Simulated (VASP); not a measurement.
VASP input:

**KPOINTS**
```
Automatic mesh
0
Gamma
7 7 4
0 0 0
```

INCAR:
```
SYSTEM = BN
PREC = Accurate
ENCUT = 520
EDIFF = 1E-6
NELM = 60
ALGO = Normal
LREAL = .FALSE.
LASPH = .TRUE.
ISMEAR = 0
SIGMA = 0.05
GGA = PE
LWAVE = .FALSE.
LCHARG = .FALSE.
ISIF = 2
```

**POSCAR**
```
BN
1
    1.3005000000    -2.2525320000     0.0000000000
    1.3005000000     2.2525320000     0.0000000000
    0.0000000000     0.0000000000     4.3044000000
B N
2 2
Direct
  0.6666670000   0.3333330000   0.5000000000
  0.3333330000   0.6666670000   0.0000000000
  0.6666670000   0.3333330000   0.8750000000
  0.3333330000   0.6666670000   0.3750000000
```

POTCAR, in this order: N B (PBE.64 set). Program: vasp_std.

The run wrote:

standard output:
```
 POSCAR found type information on POSCAR B N
 POSCAR found :  2 types and       4 ions
 Reading from existing POTCAR
 Reading from existing POTCAR
 WARNING: type information on POSCAR and POTCAR are incompatible
 POTCAR overwrites the type information in POSCAR
 typ   1 type information:  B  N
 WARNING: type information on POSCAR and POTCAR are incompatible
 POTCAR overwrites the type information in POSCAR
 typ   2 type information:  N  B
 LDA part: xc-table for (Slater+PW92), standard interpolation
 POSCAR, INCAR and KPOINTS ok, starting setup
 WAVECAR not read
 entering main loop
       N       E                     dE             d eps       ncg     rms          rms(c)
DAV:   1     0.495790536993E+02    0.49579E+02   -0.87802E+03   576   0.129E+03
DAV:   2    -0.337682237766E+02   -0.83347E+02   -0.78478E+02   832   0.267E+02
DAV:   3    -0.364895434956E+02   -0.27213E+01   -0.27108E+01   756   0.483E+01
DAV:   4    -0.365088866599E+02   -0.19343E-01   -0.19330E-01   736   0.410E+00
DAV:   5    -0.365091556422E+02   -0.26898E-03   -0.26894E-03   724   0.433E-01    0.900E+00
DAV:   6    -0.348836935345E+02    0.16255E+01   -0.48551E+00   724   0.179E+01    0.425E+00
DAV:   7    -0.347804942505E+02    0.10320E+00   -0.18927E-01   668   0.429E+00    0.261E+00
DAV:   8    -0.347552950686E+02    0.25199E-01   -0.69128E-02   660   0.241E+00    0.221E-01
DAV:   9    -0.347544139111E+02    0.88116E-03   -0.21799E-03   728   0.481E-01    0.110E-01
DAV:  10    -0.347546664345E+02   -0.25252E-03   -0.46562E-04   684   0.206E-01    0.283E-02
DAV:  11    -0.347546718625E+02   -0.54279E-05   -0.82646E-05   704   0.778E-02    0.130E-02
DAV:  12    -0.347546730417E+02   -0.11792E-05   -0.10694E-05   736   0.322E-02    0.237E-03
DAV:  13    -0.347546732230E+02   -0.18133E-06   -0.28543E-07   388   0.608E-03
   1 F= -.34754673E+02 E0= -.34754673E+02  d E =-.115281E-12
```

### OUTCAR
```
------------------------ aborting loop because EDIFF is reached ----------------------------------------
  FORCE on cell =-STRESS in cart. coord.  units (eV):
  Direction    XX          YY          ZZ          XY          YZ          ZX
  --------------------------------------------------------------------------------------
  Total       -2.8388182     -2.8388181     -2.9648862      0.0000000      0.0000000      0.0000000
  in kB     -180.3533552   -180.3533432   -188.3625952      0.0000000      0.0000000      0.0000000
  external PRESSURE =    -183.0230979 kB  Pullay stress =       0.0000000 kB
  volume of cell :       25.22
      direct lattice vectors                 reciprocal lattice vectors
     1.300500000 -2.252532000  0.000000000     0.384467512 -0.221972429  0.000000000
     1.300500000  2.252532000  0.000000000     0.384467512  0.221972429  0.000000000
     0.000000000  0.000000000  4.304400000     0.000000000  0.000000000  0.232320416
  FREE ENERGIE OF THE ION-ELECTRON SYSTEM (eV)
  ---------------------------------------------------
  free  energy   TOTEN  =       -34.7546732230 eV

  energy  without entropy=      -34.7546732230  energy(sigma->0) =      -34.75467322
```
(Selected blocks of OUTCAR.)

**Question.** From input and log, find the fault in this run and mend it.

**Answer.** The cause: POTCAR lists the elements in another order than POSCAR. The run ends without an error. Against the sound run, the pressure stays essentially unchanged. To mend it, use POTCAR B N of the PBE.64 set.

The mended run (PBE GGA, plane waves, VASP's PBE PAW potentials (set 64)) converges, and its OSZICAR ends with
```
   1 F= -.34754674E+02 E0= -.34754674E+02  d E =-.115354E-12
```

The compound is BN in the wurtzite structure, a metastable high-pressure form. The cell was not relaxed at this level.
